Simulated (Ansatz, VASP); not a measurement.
# Cross-check of TiB2 between VASP and Ansatz

Wanted: the spread between two codes on one cell, functional and k mesh. Of the first pair: The cell is taken from a series of runs on this material, whose earlier steps may have relaxed, scaled, displaced or heated it; both programs get it as it stands.

Main program and level: Ansatz 0.2.0; plane waves, with VASP 6.6.1 beside it; relaxation of cell and atoms at PBEsol and single point at PBEsol.

### Step 1. Set-up

Symmetry: P6/mmm, No. 191, hexagonal system. Conventional cell: a = 3.017 Å, b = 3.017 Å, c = 3.184 Å, α = 90.00°, β = 90.00°, γ = 120.00°. Nearest to B lie 3 B at 1.74 Å and 6 Ti at 2.36 Å. Ti has 12 B at 2.36 Å nearest. Farther neighbours are not listed.

Structure file:

```cif
data_structure
_symmetry_space_group_name_H-M 'P 1'
_symmetry_Int_Tables_number 1
_cell_length_a 3.0174
_cell_length_b 3.0174
_cell_length_c 3.1845
_cell_angle_alpha 90.000
_cell_angle_beta 90.000
_cell_angle_gamma 120.000
_cell_volume 25.11
loop_
_atom_site_label
_atom_site_type_symbol
_atom_site_fract_x
_atom_site_fract_y
_atom_site_fract_z
_atom_site_occupancy
B1 B 0.33333 0.66667 0.50000 1
B2 B 0.66667 0.33333 0.50000 1
Ti3 Ti 0.00000 0.00000 0.00000 1
```

### Step 2. VASP: relaxation of cell and atoms, PBEsol

The relaxed volume is the usual yardstick between codes: in a stiff, nearly cubic crystal its relative difference is about their pressure difference at one cell divided by the bulk modulus.

Lines of VASP's logs that name or quote its potential files are left out, and so is its time.

Contents of INCAR:

```
SYSTEM = TiB2
PREC = Accurate
ENCUT = 500
EDIFF = 1E-07
NELM = 120
ISMEAR = 1
SIGMA = 0.2
LREAL = .FALSE.
ALGO = Normal
GGA = PS
NBANDS = 15
LASPH = .TRUE.
LORBIT = 11
LWAVE = .FALSE.
LCHARG = .FALSE.
ISIF = 3
IBRION = 2
NSW = 80
EDIFFG = -0.005
GGA_COMPAT = .FALSE.
NELMIN = 4
KPAR = 2
```

Contents of POSCAR:

```
TiB2
1.0
    3.0174410000      0.0000000000      0.0000000000
   -1.5087200000      2.6131800000      0.0000000000
    0.0000000000      0.0000000000      3.1844700000
B Ti
2 1
Direct
    0.3333333333      0.6666666667      0.5000000000
    0.6666666667      0.3333333333      0.5000000000
    0.0000000000      0.0000000000      0.0000000000
```

Contents of KPOINTS:

```
Automatic mesh
0
Gamma
15 15 16
0 0 0
```

PAW data sets: B and Ti_sv (PBE family, release 64).

Run with:

```sh
$ mpirun -np 2 vasp_std
```

Numbers of over 12 decimals in the logs are rounded to 6 here.

The log of the run:

```text
[banner, memory and clock lines left out]
running    2 mpi-ranks, on    1 nodes
 distrk:  each k-point on    1 cores,    2 groups
 distr:  one band on    1 cores,    1 groups

 POSCAR found type information on POSCAR B Ti
 POSCAR found :  2 types and       3 ions
|                                                                             |
|               ----> ADVICE to this user running VASP <----                  |
|                                                                             |
|     You enforced a specific xc type in the INCAR file but a different       |
|     [... a line on the potential file left out ...]
|     I HOPE YOU KNOW WHAT YOU ARE DOING!                                     |
|                                                                             |

 LDA part: xc-table for (Slater+PW92), standard interpolation
 POSCAR, INCAR and KPOINTS ok, starting setup
 FFT: planning ... GRIDC
 FFT: planning ... GRID_SOFT
 FFT: planning ... GRID
 WAVECAR not read
 entering main loop
       N       E                     dE             d eps       ncg     rms          rms(c)
DAV:   1     0.120299869599E+03    0.12030E+03   -0.89284E+03  7305   0.134E+03
DAV:   2    -0.232396836532E+02   -0.14354E+03   -0.13871E+03  7745   0.354E+02
DAV:   3    -0.306327170367E+02   -0.73930E+01   -0.73183E+01 10373   0.780E+01
DAV:   4    -0.308344589354E+02   -0.20174E+00   -0.20163E+00  9053   0.114E+01
DAV:   5    -0.308396626350E+02   -0.52037E-02   -0.52032E-02 10696   0.157E+00    0.176E+01
DAV:   6    -0.257787236227E+02    0.50609E+01   -0.20669E+01 10161   0.523E+01    0.389E+00
DAV:   7    -0.257908398126E+02   -0.12116E-01   -0.11351E+00  7724   0.121E+01    0.355E+00
DAV:   8    -0.257938266266E+02   -0.29868E-02   -0.86906E-02 12057   0.253E+00    0.693E-01
DAV:   9    -0.257920413184E+02    0.17853E-02   -0.29788E-02  9086   0.233E+00    0.199E-01
DAV:  10    -0.257918216845E+02    0.21963E-03   -0.32376E-03  9203   0.746E-01    0.108E-01
DAV:  11    -0.257917584926E+02    0.63192E-04   -0.19944E-04 10100   0.153E-01    0.582E-02
DAV:  12    -0.257917395177E+02    0.18975E-04   -0.71017E-05  9012   0.105E-01    0.149E-02
DAV:  13    -0.257917395328E+02   -0.15104E-07   -0.45163E-06  9127   0.192E-02    0.279E-03
DAV:  14    -0.257917393862E+02    0.14658E-06   -0.69166E-07 10213   0.893E-03    0.693E-04
DAV:  15    -0.257917394294E+02   -0.43175E-07   -0.27622E-08  4212   0.218E-03
   1 F= -.25791739E+02 E0= -.25791749E+02  d E =-.257917E+02
 curvature:   0.00 expect dE= 0.000E+00 dE for cont linesearch  0.000E+00
 trial: gam= 0.00000 g(F)=  0.866E-45 g(S)=  0.168E-03 ort = 0.000E+00 (trialstep = 0.100E+01)
 search vector abs. value=  0.168E-03
 bond charge predicted
       N       E                     dE             d eps       ncg     rms          rms(c)
DAV:   1    -0.257932795429E+02   -0.15402E-02   -0.30874E-02  9476   0.249E+00    0.379E-01
DAV:   2    -0.257918701668E+02    0.14094E-02   -0.84956E-03  9215   0.123E+00    0.824E-02
DAV:   3    -0.257916972687E+02    0.17290E-03   -0.72557E-04  9759   0.289E-01    0.290E-02
DAV:   4    -0.257917085244E+02   -0.11256E-04   -0.19015E-04 10379   0.943E-02    0.191E-02
DAV:   5    -0.257917272202E+02   -0.18696E-04   -0.22698E-05 10514   0.315E-02    0.718E-03
DAV:   6    -0.257917315985E+02   -0.43783E-05   -0.12657E-05 11490   0.159E-02    0.452E-03
DAV:   7    -0.257917319336E+02   -0.33517E-06   -0.65721E-07  7912   0.729E-03    0.141E-03
DAV:   8    -0.257917317898E+02    0.14383E-06   -0.44430E-07  9950   0.489E-03    0.124E-03
DAV:   9    -0.257917318571E+02   -0.67272E-07   -0.43293E-08  4404   0.168E-03
   2 F= -.25791732E+02 E0= -.25791743E+02  d E =0.757228E-05
 trial-energy change:    0.000008  1 .order    0.000005   -0.000168    0.000179
 step:   0.4750(harm=  0.4846)  dis= 0.00000  next Energy=   -25.791779 (dE=-0.397E-04)
 bond charge predicted
       N       E                     dE             d eps       ncg     rms          rms(c)
DAV:   1    -0.257921999848E+02   -0.46820E-03   -0.85047E-03  9430   0.130E+00    0.198E-01
DAV:   2    -0.257918108442E+02    0.38914E-03   -0.22942E-03  9224   0.642E-01    0.427E-02
DAV:   3    -0.257917667667E+02    0.44078E-04   -0.19136E-04  9707   0.149E-01    0.153E-02
DAV:   4    -0.257917704951E+02   -0.37285E-05   -0.52848E-05 10407   0.500E-02    0.101E-02
DAV:   5    -0.257917769754E+02   -0.64803E-05   -0.63551E-06 10516   0.174E-02    0.333E-03
DAV:   6    -0.257917785685E+02   -0.15930E-05   -0.33052E-06 11425   0.797E-03    0.229E-03
DAV:   7    -0.257917788854E+02   -0.31690E-06   -0.17437E-07  7354   0.387E-03    0.802E-04
DAV:   8    -0.257917790187E+02   -0.13329E-06   -0.12783E-07  7541   0.264E-03    0.712E-04
DAV:   9    -0.257917789863E+02    0.32397E-07   -0.14738E-08  3806   0.988E-04
   3 F= -.25791779E+02 E0= -.25791790E+02  d E =-.395569E-04
 curvature:  -0.24 expect dE=-0.697E-08 dE for cont linesearch -0.454E-08
 trial: gam=-0.01038 g(F)=  0.453E-44 g(S)=  0.288E-07 ort = 0.178E-05 (trialstep = 0.895E+00)
 search vector abs. value=  0.101E-07
 reached required accuracy - stopping structural energy minimisation
```

From OUTCAR (step 2):

```text
ion  position               nearest neighbor table
   1  0.333  0.667  0.500-   2 1.74   2 1.74   2 1.74   3 2.36   3 2.36   3 2.36   3 2.36   3 2.36
                             3 2.36
   2  0.667  0.333  0.500-   1 1.74   1 1.74   1 1.74   3 2.36   3 2.36   3 2.36   3 2.36   3 2.36
                             3 2.36
   3  0.000  0.000  0.000-   1 2.36   1 2.36   2 2.36   2 2.36   1 2.36   2 2.36   1 2.36   2 2.36
                             2 2.36   2 2.36   1 2.36   1 2.36

  LATTYP: Found a hexagonal cell.
 ALAT       =     3.0174410000
 C/A-ratio  =     1.0553545206

 Subroutine GETGRP returns: Found 24 space group operations
 (whereof 24 operations were pure point group operations)

The static configuration has the point symmetry D_6h.

 Found    243 irreducible k-points:

   k-points           NKPTS =    243   k-points in BZ     NKDIM =    243   number of bands    NBANDS=     15

   dimension x,y,z NGX =    24 NGY =   24 NGZ =   24
   dimension x,y,z NGXF=    48 NGYF=   48 NGZF=   48

   ENCUT  =  500.0 eV  36.75 Ry    6.06 a.u.   5.50  5.50  5.81*2*pi/ulx,y,z

   NELECT =      18.0000    total number of electrons

 k-points in reciprocal lattice and weights: Automatic mesh
   0.00000000  0.00000000  0.00000000       0.000
   0.06666667  0.00000000  0.00000000       0.002
   0.13333333  0.00000000  0.00000000       0.002
   0.20000000 -0.00000000  0.00000000       0.002
   0.26666667  0.00000000  0.00000000       0.002
   0.33333333  0.00000000  0.00000000       0.002
   0.40000000 -0.00000000  0.00000000       0.002
   0.46666667 -0.00000000  0.00000000       0.002
   0.06666667  0.06666667  0.00000000       0.002
[...]
0.33333333  0.26666667  0.50000000       0.003
   0.33333333  0.33333333  0.50000000       0.001

 average (electrostatic) potential at core
       1 -22.1896       2 -22.1896       3 -70.4378

 E-fermi :  10.1576

 k-point     1 :       0.0000    0.0000    0.0000
  band No.  band energies     occupation
    ...
      5      -3.4373      2.00000
      6       7.4264      2.00000
      7       7.4264      2.00000
      8       7.9339      2.00000
      9       7.9577      2.00000
     10      12.0897     -0.00000
     11      12.0897     -0.00000
     12      13.9711     -0.00000
     13      13.9711     -0.00000
     14      15.9044      0.00000
    ...

 k-point     2 :       0.0667    0.0000    0.0000
  band No.  band energies     occupation
    ...
      5      -3.3504      2.00000
      6       7.1795      2.00000
      7       7.4145      2.00000
      8       7.8548      2.00000
      9       8.0001      2.00000
     10      12.0635     -0.00000
     11      12.2492     -0.00000
     12      13.5769     -0.00000
     13      13.6337     -0.00000
     14      16.3004      0.00000
    ...

 k-point     3 :       0.1333    0.0000    0.0000
  band No.  band energies     occupation
    ...
      5      -3.0933      2.00000
      6       6.5116      2.00000
      7       7.3718      2.00000
      8       7.6603      2.00000
      9       8.1111      2.00000
     10      11.9903     -0.00000
     11      12.6660     -0.00000
     12      12.9173     -0.00000
     13      13.1351     -0.00000
     14      16.8944      0.00000
    ...

  Total        0.0009229      0.0009229     -0.0002918      0.0000000     -0.0000000     -0.0000000
  in kB        0.0588084      0.0588084     -0.0185964      0.0000000     -0.0000000     -0.0000000
  external PRESSURE =       0.0330068 kB  Pullay stress =       0.0000000 kB

  energy-cutoff  :      500.00
  volume of cell :       25.14
      direct lattice vectors                 reciprocal lattice vectors
     3.018969266  0.000000000  0.000000000     0.331238881  0.191240834  0.000000000
    -1.509484132  2.614503516 -0.000000000    -0.000000000  0.382481796  0.000000000
    -0.000000000 -0.000000000  3.185464390    -0.000000000  0.000000000  0.313925970

 POSITION                                       TOTAL-FORCE (eV/Angst)
 -----------------------------------------------------------------------------------
      0.00000      1.74300      1.59273         0.000000      0.000000     -0.000000
      1.50948      0.87150      1.59273        -0.000000     -0.000000      0.000000
      0.00000      0.00000      0.00000        -0.000000     -0.000000      0.000000
 -----------------------------------------------------------------------------------
    total drift:                               -0.000000      0.000000      0.000000

  FREE ENERGIE OF THE ION-ELECTRON SYSTEM (eV)
  ---------------------------------------------------
  free  energy   TOTEN  =       -25.7917789863 eV

  energy  without entropy=      -25.7918106797  energy(sigma->0) =      -25.79178955

 reached required accuracy - stopping structural energy minimisation

 total charge
# of ion       s       p       d       tot
------------------------------------------
    1        0.687   1.335   0.000   2.022
    2        0.687   1.335   0.000   2.022
    3        2.183   6.223   2.069  10.475
--------------------------------------------------
tot          3.557   8.893   2.069  14.519

[... 3 further parts left out ...]
```

CONTCAR:

```
TiB2
   1.00000000000000
     3.0189692659029714    0.0000000002924148    0.0000000000000000
    -1.5094841324450086    2.6145035160979821   -0.0000000000000000
    -0.0000000000000000   -0.0000000000000000    3.1854643902074944
  B               Ti
     2     1
Direct
     0.3333333332999970    0.6666666667000030    0.5000000000000000
     0.6666666667000030    0.3333333332999970    0.5000000000000000
     0.0000000000000000    0.0000000000000000    0.0000000000000000
```

The run keeps the 24 symmetry operations of its start, so it cannot find a distortion of lower symmetry.

### Step 3. Ansatz: relaxation of cell and atoms, PBEsol

Ansatz runs on its PAW soft_1 files.

The same cell, functional, mesh and smearing now go to Ansatz, which takes its cutoff from its data sets.

Contents of input.yaml:

```yaml
crystal:
  lattice:
    - [3.0174406615, 0.0, 0.0]
    - [-1.5087203308, 2.6131802673, 0.0]
    - [0.0, 0.0, 3.1844703874]
  atoms:
    - { symbol: B, position: [0.3333333333, 0.6666666667, 0.5] }
    - { symbol: B, position: [0.6666666667, 0.3333333333, 0.5] }
    - { symbol: Ti, position: [0.0, 0.0, 0.0] }
kpoints:
  mp_grid: { grid: [15, 15, 16] }
hamiltonian:
  xc: pbesol
  pseudopotentials: { kind: paw, azcp: { folder: soft_1 }, xc_functional: pbe }
scf:
  occupations: { method: methfessel_paxton, width: 0.2 }
output:
  forces: true
  stress: true
  eigenvalues: true
relax:
  adjacent_minimum: "off"
  f_tol: 0.001
  max_steps: 60
  cell: { stress_tol: 0.01 }
```

Run with:

```sh
$ ansatz run input.yaml --threads 4 --pin off --max-ram 10240MiB --backend cpu --events-out ev --progress --plain --runs-dir out
```

The log of the run:

```text
Engine: ansatz 0.2.0, x86_64-unknown-linux-gnu
Pseudopotentials: kind: paw
Pseudopotential: B, paw, valence charge 3, recommended cutoff 420 eV (normal), soft_1/B.paw.azcp
Pseudopotential: Ti, paw, valence charge 12, recommended cutoff 420 eV (normal), soft_1/Ti.paw.azcp
Functional definition: PBEsol
  exchange = pbesol_x
  correlation = pbesol_c
Crystal: 3 atoms, lattice volume = 25.110 Å³
Basis set: ecut = 420 eV, 503 PW (Γ), exchange–correlation on 48×48×48 points (8 copies of the dense FFT grid, shifted against one another)
Bands: 13, of which v1, the nominal top of the filled ones, is band 9 counted from 1 (8 counted from 0)
Symmetry: 24 space group operations
Space group: P6/mmm (ITA 191), of the structure as read, at distance tolerance 2.9e-5 Å
k-points: 243 of 3600
Non-local potential: B, projectors of the file, l = 0: 2, l = 1: 2, l = 2: 1
Non-local potential: Ti, projectors of the file, l = 0: 3, l = 1: 2, l = 2: 3, l = 3: 1
PAW form: soft (Blöchl's): semilocal exchange-correlation on the pseudo side does not see the compensation charge
PAW frozen core: B, regenerated for the run's functional, and the local potential with it (the file was generated under x = pbe(κ = 0.804, μ = 0.219515), c = pbe(β = 0.066725))
PAW frozen core: Ti, regenerated for the run's functional, and the local potential with it (the file was generated under x = pbe(κ = 0.804, μ = 0.219515), c = pbe(β = 0.066725))
PAW one-centre angular grid: B, 110 points (default); XC on 64 Gauss nodes
PAW one-centre angular grid: Ti, 590 points (default); XC on 64 Gauss nodes
Initial density: superposition of atomic densities (chi_scale 0.1, normalization cell, long waves kept (reshape's long-wave potential 0.00 eV rms))
Initial wavefunctions: pseudopotential atomic-orbital guess
Functional: x = pbesol(κ = 0.804, μ = 0.123457), c = pbesol(β = 0.046)
SCF iter   1: F=—  HF=-2783.788041 eV  |F-HF|=—  |Δ(HF+E_count)|=         —  Δρ=1.08e-1  dr2=4.54e0  ethr=3.10e-3  ⟨swp⟩=4.4  Hψ=14940  notcnv=0
preconditioner: auto → none  [metal: Δε(μ)=0.021 eV  Ē_g=9.586 eV  σ=0.200 eV  W_gap=0.09  n_scr=8 (ndim 8)  ℏωp=23.4 eV  f_vac=0.000  D(μ)=0.40/eV (n_scr^D=0)  sad-step TF]
SCF iter   2: F=—  HF=-2783.173569 eV  |F-HF|=—  |Δ(HF+E_count)|=   6.14e-1  S|Δr|=    0.00e0  Δρ=7.15e-2  dr2=2.17e0  ethr=3.10e-3  ⟨swp⟩=2.0  Hψ=6034  notcnv=0
SCF iter   3: F=—  HF=-2782.631171 eV  |F-HF|=—  |Δ(HF+E_count)|=   5.42e-1  S|Δr|=    0.00e0  Δρ=8.67e-3  dr2=2.26e-2  ethr=3.10e-3  ⟨swp⟩=3.1  Hψ=6199  notcnv=0
SCF iter   4: F=—  HF=-2782.629014 eV  |F-HF|=—  |Δ(HF+E_count)|=   2.16e-3  S|Δr|=    0.00e0  Δρ=1.02e-3  dr2=2.16e-4  ethr=1.26e-4  ⟨swp⟩=1.8  Hψ=5535  notcnv=0
SCF iter   5: F=—  HF=-2782.629062 eV  |F-HF|=—  |Δ(HF+E_count)|=   4.86e-5  S|Δr|=    0.00e0  Δρ=2.95e-4  dr2=3.39e-5  ethr=1.20e-6  ⟨swp⟩=2.0  Hψ=4387  notcnv=0
SCF iter   6: F=—  HF=-2782.629056 eV  |F-HF|=—  |Δ(HF+E_count)|=   6.11e-6  S|Δr|=    0.00e0  Δρ=7.82e-5  dr2=1.90e-6  ethr=1.88e-7  ⟨swp⟩=2.4  Hψ=4602  notcnv=0
SCF iter   7: F=-2782.629056 eV  HF=-2782.629056 eV  |F-HF|=4.89e-9  |Δ(HF+E_count)|=   4.28e-7  S|Δr|=    0.00e0  Δρ=5.20e-6  dr2=5.37e-9  ethr=5.56e-10  ⟨swp⟩=2.7  Hψ=11719  notcnv=0
the search or the solves at the SCF's close seem to have found levels that the self-consistency loop had missed (the run counts 1). By its estimate they hold under 1e-12 electrons; where the run keeps them, the occupations were computed again with them
SCF 1 converged in 7 iterations: F = -2782.629056 eV  dr2 = 5.37e-9
  greatest PAW one-centre occupation: 0.998 electrons in one spin orbital (limit 2), on the Ti atom at site 2 (counted from 0), in its partial waves of l = 0
relax step   1: F+E_penalty+E_count = -2782.62905595 eV  Δ(F+E_penalty+E_count) = +0.000e0 eV  max|allowed force component| = 8.018e-17 eV/Å  Δτ_max = 0.0000 Å  P = -0.019 GPa  Ω = 25.110 Å³  (7 SCF iters, dr2 threshold 1.00e-7 eV, accepted)
[...]
relax step   2: F+E_penalty+E_count = -2782.62905803 eV  Δ(F+E_penalty+E_count) = -2.083e-6 eV  max|allowed force component| = 1.850e-16 eV/Å  Δτ_max = 0.0000 Å  P = -0.003 GPa  Ω = 25.108 Å³  energy of the carried Pulay correction = +1.694e-6 eV  (2 SCF iters, dr2 threshold 5.99e-9 eV, accepted)
[...]
relax step   3: F+E_penalty+E_count = -2782.62905777 eV  Δ(F+E_penalty+E_count) = +2.620e-7 eV  max|allowed force component| = 1.850e-16 eV/Å  Δτ_max = 0.0000 Å  P = -0.003 GPa  Ω = 25.108 Å³  stress off target by 6.03e-3 GPa  SCF on the basis re-selected at this cell (its energy is not comparable with the rows above)  (4 SCF iters)
basis re-selected at this cell: Δ(F+E_penalty+E_count) = +2.620e-7 eV, ΔP = -0.000 GPa vs the last step (what re-selecting the basis moved, of the pressure what is left beyond the Pulay correction that the steps carried, after the strain that the cell walked since its last selection, with what the two solves' SCF thresholds leave and, on support functions, any second-order correction that the steps lacked; it is no m [...]
SCF converged after 4 iterations
Stability not checked: this state was not tested for a lower state beside it, because cold or Methfessel-Paxton smearing, or corrected tetrahedra, fill the levels in a way that the test cannot read (fill_not_monotonic; see scf.lower_state_search)
Free energy (F): -2782.629058 eV
Harris-Foulkes:  -2782.629058 eV  (|F-HF|=4.55e-13)
Internal energy: -2782.629091 eV  (E = F + TS)
E sigma→0 (E₀):  -2782.629066 eV
Entropy (-TS):   0.000033 eV (0.011 meV/atom)
Fermi energy:    15.388554 eV
--- Per-component energies (eV) ---
  E_band       = -88.844448
  E_kinetic    = 384.687183
  E_local      = -828.782708  (includes V_loc(G=0)·N_el)
  E_nonlocal   = 77.203453
  E_hartree    = 341.427821
  E_xc         = -183.853696
  E_vxc        = -226.497450  (∫ρ·V_xc dr)
  E_paw        = -1167.224938  (= ΣΔE_a)
  E_vpaw       = -178.310505  (= ΣTr[D̂ρ^β])
  E_aug_tail   = -0.000080  (compensation charges beyond the density's cutoff)
  E_ewald      = -1406.254933
  E_core_change = 0.168806  (= ΣΔE_core)
  E_smearing   = 0.000033  (= −TS)
  E_closure    = 0.000000  (closes the sum)
  Σ components = -2782.629058   (vs F -2782.629058, Δ=0.00e0)
--- Forces (eV/Å), atoms counted from 1 ---
  atom   1  B     -0.00000000     0.00000000    -0.00000000
  atom   2  B      0.00000000    -0.00000000     0.00000000
  atom   3  Ti     0.00000000    -0.00000000     0.00000000
  max |Σ_I F_I| component: 5.55e-17 eV/Å
--- Stress (GPa, compression-positive) ---
       -0.006033      -0.000000       0.000000
       -0.000000      -0.006033       0.000000
        0.000000       0.000000       0.001594
  P = ⅓ Tr σ = -0.0035 GPa (-0.035 kbar)
--- Band table (eV; the first three rows and the last of 243) ---
  k-point 0: bands = [... 5 lower, 12.6450, 12.6450, 13.1588, 13.1806, 17.3324, 17.3324, 19.2072, 19.2072]
  k-point 1: bands = [... 5 lower, 12.3678, 12.6880, 12.6880, 13.9167, 17.1790, 17.1790, 19.1103, 19.1103]
  k-point 2: bands = [... 5 lower, 11.5251, 12.8163, 12.8163, 14.6063, 16.8094, 16.8094, 18.8315, 18.8315]
  k-point 242: bands = [... 5 lower, 6.7287, 9.6218, 12.1376, 12.1376, 18.0105, 19.8305, 19.8305, 20.0219]
--- Relaxed structure (2 steps of the walk, 2 accepted, 1 SCFs on fresh bases) ---
  F+E_penalty+E_count = -2782.62905777 eV   max|allowed force component| = 1.850e-16 eV/Å   (the final SCF, on the basis selected at the relaxed cell)
  cell:  # Å, volume = 25.1080 Å³
    - [3.017496, 2.886790445627784e-11, 0]
    - [-1.508748, 2.613228, 0]
    - [0, 0, 3.184107]
  atoms:
    - { symbol: B, position: [0.333333, 0.666667, 0.500000] }
    - { symbol: B, position: [0.666667, 0.333333, 0.500000] }
    - { symbol: Ti, position: [0, 0, 0] }
```

(Part 1 of 2 ends here.)

[Lines on the potential files, build, host, timing and source positions are cut from VASP's logs without a mark.]

[Logs are printed without paths, hosts, clocks, repeated set-up lines and the standing remarks that a program may print on its own settings, such as how far it seeks lower states.]

[Hosts, paths, dates, database ids (printed as entryN), source tags and the programs' standing remarks are cut or masked in the printed files.]
